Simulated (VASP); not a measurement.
Data:

```xyz
2
Lattice="0.0000 2.6116 2.6116 2.6116 0.0000 2.6116 2.6116 2.6116 0.0000" Properties=species:S:1:pos:R:3 pbc="T T T"
Mg     0.0000     0.0000     0.0000
S      2.6116     2.6116     2.6116
```

Computed with PBE GGA, VASP's PBE PAW potentials (set 64) (plane waves; VASP). Run with 530 eV cut-off, 8×8×8 Γ-centred mesh, Gaussian smearing of 0.050 eV, potentials Mg S.

Task: Give the elastic stiffness tensor with the ions relaxed (GPa, in the frame of the cell).

Result: 
```
      xx    yy    zz    yz    xz    xy
--  ----  ----  ----  ----  ----  ----
xx   141  42.0  42.0   0.0   0.0   0.0
yy  42.0   141  42.0   0.0   0.0   0.0
zz  42.0  42.0   141   0.0   0.0   0.0
yz   0.0   0.0   0.0  54.4   0.0   0.0
xz   0.0   0.0   0.0   0.0  54.4   0.0
xy   0.0   0.0   0.0   0.0   0.0  54.4
```

Task: What does the run give for the Hill bulk modulus, Hill shear modulus, Young's modulus, Poisson's ratio?

Result: 
| Property | Result |
|---|---|
| Hill bulk modulus | 75.0 GPa |
| Hill shear modulus | 52.4 GPa |
| Young's modulus | 127 GPa |
| Poisson's ratio | 0.217 |

The compound is MgS in the rock salt structure. It was relaxed first.
